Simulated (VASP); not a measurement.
# Ga2O3 (space group R-3c): computed properties

The numbers are results of PBEsol GGA, VASP's PBE PAW potentials (set 64) (plane waves; VASP 6.6.1), not measurements.

```
Item                                                                                               Result
---------------------------------------------  ----------------------------------------------------------
space group                                                                                    R-3c (167)
cell                                           a = b = 5.005 Å, c = 13.466 Å, α = β = 90.00°, γ = 120.00°
volume per atom                                                                              9.74 Å³/atom
band gap (over mesh and band path)                                                                2.67 eV
smallest direct gap (over mesh and band path)                                                     2.93 eV
band-edge character                                                           indirect, Γ-S0 at 0.45 to Γ
density                                                                                        6.39 g/cm³
```

```
CELL_PARAMETERS angstrom
      2.50240     1.44476     4.48876
     -2.50240     1.44476     4.48876
      0.00000    -2.88952     4.48876
ATOMIC_POSITIONS crystal
  Ga 0.85575 0.85575 0.85575
  Ga 0.14425 0.14425 0.14425
  Ga 0.64425 0.64425 0.64425
  Ga 0.35575 0.35575 0.35575
  O  0.75000 0.44705 0.05295
  O  0.25000 0.55295 0.94705
  O  0.05295 0.75000 0.44705
  O  0.94705 0.25000 0.55295
  O  0.44705 0.05295 0.75000
  O  0.55295 0.94705 0.25000
```

The structure comes from a computed database's Ga2O3 entry (R-3c); how it stands against other phases isn't given here. It was relaxed first. Symmetry was kept, so distortions that lower it aren't found.
